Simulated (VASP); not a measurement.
Output of a VASP run:

**OUTCAR**
```
 ion  position               nearest neighbor table
   1  0.250  0.500  0.358-   2 3.17   2 3.17   2 3.17   2 3.17   4 3.17   4 3.17   3 3.26   3 3.26
  LATTYP: Found a simple orthorhombic cell.
 ALAT       =     3.2467981262
 B/A-ratio  =     1.5874352479
 C/A-ratio  =     8.1080643962
 Subroutine PRICEL returns:
 Original cell was already a primitive cell.
 Subroutine GETGRP returns: Found  8 space group operations
The static configuration has the point symmetry C_2h.
 The point group associated with its full space group is D_2h.
The dynamic configuration has the point symmetry C_2h.
 Subroutine INISYM returns: Found  8 space group operations
 Subroutine IBZKPT returns following result:
 Found     20 irreducible k-points:

 Following reciprocal coordinates:
            Coordinates               Weight
  0.000000  0.000000  0.000000      1.000000
  0.166667  0.000000  0.000000      2.000000
  0.333333  0.000000  0.000000      2.000000
  0.500000  0.000000  0.000000      1.000000
  0.000000  0.111111  0.000000      2.000000
  0.166667  0.111111  0.000000      4.000000
  0.333333  0.111111  0.000000      4.000000
  0.500000  0.111111  0.000000      2.000000
  0.000000  0.222222  0.000000      2.000000
  0.166667  0.222222  0.000000      4.000000
  0.333333  0.222222  0.000000      4.000000
  0.500000  0.222222  0.000000      2.000000
  0.000000  0.333333  0.000000      2.000000
  0.166667  0.333333  0.000000      4.000000
  0.333333  0.333333  0.000000      4.000000
  0.500000  0.333333  0.000000      2.000000
  0.000000  0.444444  0.000000      2.000000
  0.166667  0.444444  0.000000      4.000000
  0.333333  0.444444  0.000000      4.000000
  0.500000  0.444444  0.000000      2.000000
   k-points           NKPTS =     20   k-points in BZ     NKDIM =     20   number of bands    NBANDS=     57
   number of dos      NEDOS =    301   number of ions     NIONS =      8
   total plane-waves  NPLWV =  62720
   dimension x,y,z NGX =    28 NGY =   16 NGZ =  140
   dimension x,y,z NGXF=    56 NGYF=   32 NGZF=  280
   ions per type =               8
   PREC   = normal    normal or accurate (medium, high low for compatibility)
   ISTART =      0    job   : 0-new  1-cont  2-samecut
   ICHARG =      2    charge: 1-file 2-atom 10-const
   ISPIN  =      1    spin polarized calculation?
   LNONCOLLINEAR =      F non collinear calculations
   LSORBIT =      F    spin-orbit coupling
   INIWAV =      1    electr: 0-lowe 1-rand  2-diag
   ENCUT  =  400.0 eV  29.40 Ry    5.42 a.u.   8.41  5.29 42.93*2*pi/ulx,y,z
   NELM   =    100;   NELMIN=  4; NELMDL= -5     # of ELM steps
   EDIFF  = 0.1E-04   stopping-criterion for ELM
   LREAL  =      F    real-space projection
   NLSPLINE    = F    spline interpolate recip. space projectors
   LMAXMIX     =    4 max onsite mixed and CHGCAR
   VOSKOWN=      0    Vosko Wilk Nusair interpolation
   EDIFFG = -.3E-01   stopping-criterion for IOM
   NSW    =    120    number of steps for IOM
   NBLOCK =      1;   KBLOCK =    120    inner block; outer block
   IBRION =      2    ionic relax: 0-MD 1-quasi-New 2-CG
   NFREE  =      1    steps in history (QN), initial steepest desc. (CG)
   ISIF   =      2    stress and relaxation
   ISYM   =      2    0-nonsym 1-usesym 2-fastsym
   TEIN   =    0.0    initial temperature
   TEBEG  =    0.0;   TEEND  =   0.0 temperature during run
   SMASS  =  -3.00    Nose mass-parameter (am)
   PSTRESS=    0.0 pullay stress
   NELECT =      96.0000    total number of electrons
   EFERMI =   0.00;   METHOD = LEGACY
   ISMEAR =     1;   SIGMA  =   0.10  broadening in eV -4-tet -1-fermi 0-gaus
   IALGO  =     38    algorithm
   LDIAG  =      T    sub-space diagonalisation (order eigenvalues)
   IMIX   =      4    mixing-type and parameters
     AMIX     =   0.40;   BMIX     =  1.00
     AMIX_MAG =   1.60;   BMIX_MAG =  1.00
     AMIN     =   0.10
   METAGGA = R2SCAN    functional components
   VOSKOWN =     0    Vosko Wilk Nusair interpolation
...
```

OSZICAR:
```
...
DAV:  13    -0.178202197539E+03   -0.49082E-04   -0.20603E-05  1599   0.288E-02    0.592E-04
DAV:  14    -0.178202197697E+03   -0.15796E-06   -0.10219E-05  1547   0.207E-02
  10 F= -.17820220E+03 E0= -.17819895E+03  d E =-.802541E-03
       N       E                     dE             d eps       ncg     rms          rms(c)
DAV:   1    -0.178190932010E+03    0.11266E-01   -0.12356E+00  2280   0.615E+00    0.118E-01
DAV:   2    -0.178199998252E+03   -0.90662E-02   -0.48307E-02  2917   0.109E+00    0.139E-01
DAV:   3    -0.178200592832E+03   -0.59458E-03   -0.72963E-03  3641   0.362E-01    0.902E-02
DAV:   4    -0.178201783065E+03   -0.11902E-02   -0.13147E-03  2863   0.141E-01    0.645E-02
DAV:   5    -0.178200240805E+03    0.15423E-02   -0.15135E-03  2455   0.151E-01    0.463E-02
DAV:   6    -0.178202222397E+03   -0.19816E-02   -0.14670E-03  2284   0.165E-01    0.195E-02
DAV:   7    -0.178201713310E+03    0.50909E-03   -0.78653E-04  2187   0.115E-01    0.104E-02
DAV:   8    -0.178202241813E+03   -0.52850E-03   -0.22963E-04  1893   0.704E-02    0.718E-03
DAV:   9    -0.178202563366E+03   -0.32155E-03   -0.62372E-04  1992   0.106E-01    0.543E-03
DAV:  10    -0.178202615767E+03   -0.52401E-04   -0.77635E-05  1792   0.441E-02    0.365E-03
DAV:  11    -0.178202607703E+03    0.80635E-05   -0.11828E-04  1643   0.578E-02    0.227E-03
DAV:  12    -0.178202623981E+03   -0.16278E-04   -0.58751E-05  1645   0.425E-02    0.158E-03
DAV:  13    -0.178202684319E+03   -0.60338E-04   -0.34125E-05  1674   0.341E-02    0.112E-03
DAV:  14    -0.178202698011E+03   -0.13692E-04   -0.35796E-05  1626   0.334E-02    0.683E-04
DAV:  15    -0.178202726187E+03   -0.28177E-04   -0.19293E-05  1663   0.259E-02    0.501E-04
DAV:  16    -0.178202742627E+03   -0.16440E-04   -0.20258E-05  1608   0.282E-02    0.331E-04
DAV:  17    -0.178202749708E+03   -0.70810E-05   -0.85573E-06  1458   0.180E-02
  11 F= -.17820275E+03 E0= -.17819957E+03  d E =-.135455E-02
       N       E                     dE             d eps       ncg     rms          rms(c)
DAV:   1    -0.178199180639E+03    0.35620E-02   -0.42074E-01  2280   0.348E+00    0.475E-02
DAV:   2    -0.178202350678E+03   -0.31700E-02   -0.13155E-02  2714   0.579E-01    0.430E-02
DAV:   3    -0.178202802422E+03   -0.45174E-03   -0.11602E-03  3097   0.141E-01    0.372E-02
DAV:   4    -0.178202900137E+03   -0.97715E-04   -0.13727E-04  2447   0.456E-02    0.326E-02
DAV:   5    -0.178203133164E+03   -0.23303E-03   -0.23274E-04  1866   0.764E-02    0.182E-02
DAV:   6    -0.178203229400E+03   -0.96236E-04   -0.16003E-04  2153   0.738E-02    0.750E-03
DAV:   7    -0.178203226419E+03    0.29815E-05   -0.21558E-05  1865   0.248E-02
  12 F= -.17820323E+03 E0= -.17819984E+03  d E =-.476710E-03
       N       E                     dE             d eps       ncg     rms          rms(c)
DAV:   1    -0.178202319645E+03    0.90976E-03   -0.11569E-01  2280   0.182E+00    0.249E-02
DAV:   2    -0.178203123857E+03   -0.80421E-03   -0.36090E-03  2703   0.307E-01    0.228E-02
DAV:   3    -0.178203312215E+03   -0.18836E-03   -0.33226E-04  2797   0.789E-02    0.193E-02
DAV:   4    -0.178203350541E+03   -0.38326E-04   -0.49734E-05  2163   0.304E-02    0.158E-02
DAV:   5    -0.178203391619E+03   -0.41078E-04   -0.61242E-05  1964   0.410E-02    0.941E-03
DAV:   6    -0.178203405030E+03   -0.13411E-04   -0.44856E-05  1738   0.403E-02    0.401E-03
DAV:   7    -0.178203401078E+03    0.39520E-05   -0.74690E-06  1536   0.167E-02
  13 F= -.17820340E+03 E0= -.17819990E+03  d E =-.651370E-03
```

File OUTCAR:
```
------------------------ aborting loop because EDIFF is reached ----------------------------------------
  FORCE on cell =-STRESS in cart. coord.  units (eV):
  Direction    XX          YY          ZZ          XY          YZ          ZX
  --------------------------------------------------------------------------------------
  Total       -3.0944773     -5.3989602     -0.3458799      0.0000000      0.0000000     -0.0000000
  in kB      -11.2543085    -19.6354852     -1.2579310      0.0000000      0.0000000     -0.0000000
  external PRESSURE =     -10.7159082 kB  Pullay stress =       0.0000000 kB
  volume of cell :      440.53
      direct lattice vectors                 reciprocal lattice vectors
     5.154081788  0.000000000  0.000000000     0.194020980  0.000000000  0.000000000
     0.000000000  3.246798126  0.000000000     0.000000000  0.307995743  0.000000000
     0.000000000  0.000000000 26.325248289     0.000000000  0.000000000  0.037986346
 POSITION                                       TOTAL-FORCE (eV/Angst)
 -----------------------------------------------------------------------------------
      1.28852      1.62340      9.45276         0.000000      0.000000     -0.000454
      3.86556      0.00000      8.60369        -0.000000      0.000000     -0.002715
      1.28852      0.00000     12.22830        -0.000000      0.000000     -0.004628
      3.86556      1.62340     11.30190        -0.000000     -0.000000      0.027340
      1.28852      1.62340     15.02335        -0.000000      0.000000     -0.027340
      3.86556      0.00000     14.09694        -0.000000      0.000000      0.004628
      1.28852      0.00000     17.72156        -0.000000     -0.000000      0.002715
      3.86556      1.62340     16.87249        -0.000000      0.000000      0.000454
 -----------------------------------------------------------------------------------
    total drift:                                0.000000     -0.000000     -0.000000
  FREE ENERGIE OF THE ION-ELECTRON SYSTEM (eV)
  ---------------------------------------------------
  free  energy   TOTEN  =      -178.2034010782 eV

  energy  without entropy=     -178.1929116671  energy(sigma->0) =     -178.19990461

 reached required accuracy - stopping structural energy minimisation
```
(Selected blocks of OUTCAR.)

POSCAR:
```
Zr(100) slab
1
    5.1540817884     0.0000000000     0.0000000000
    0.0000000000     3.2467981262     0.0000000000
    0.0000000000     0.0000000000    26.3252482887
Zr
8
Direct
  0.2500000000   0.5000000000   0.3575010981
  0.7500000000   1.0000000000   0.3245231585
  0.2500000000   1.0000000000   0.4647300165
  0.7500000000   0.5000000000   0.4276417198
  0.2500000000   0.5000000000   0.5723582802
  0.7500000000   1.0000000000   0.5352699835
  0.2500000000   1.0000000000   0.6754768415
  0.7500000000   0.5000000000   0.6424989019
```

Reconstruct the remaining input files.

One answer among several that fit: the input of the run itself, r2SCAN meta-GGA, plane waves, VASP's PBE PAW potentials (set 64).

KPOINTS:
```
Automatic mesh
0
Gamma
6 9 1
0 0 0
```

**INCAR**
```
SYSTEM = Zr(100) slab
PREC = Normal
ENCUT = 400
EDIFF = 1E-5
NELM = 100
ALGO = Normal
LREAL = .FALSE.
LASPH = .TRUE.
ISMEAR = 1
SIGMA = 0.1
METAGGA = R2SCAN
LMIXTAU = .TRUE.
LMAXMIX = 4
LWAVE = .TRUE.
LCHARG = .FALSE.
NELMIN = 4
LDIPOL = .TRUE.
IDIPOL = 3
DIPOL = 0.5 0.5 0.5
IBRION = 2
ISIF = 2
NSW = 120
EDIFFG = -0.03
```

POTCAR, in this order: Zr_sv (PBE.64 set). Program: vasp_std.

The cell is a thin slab with vacuum, built from Zr (hcp): (100) face.
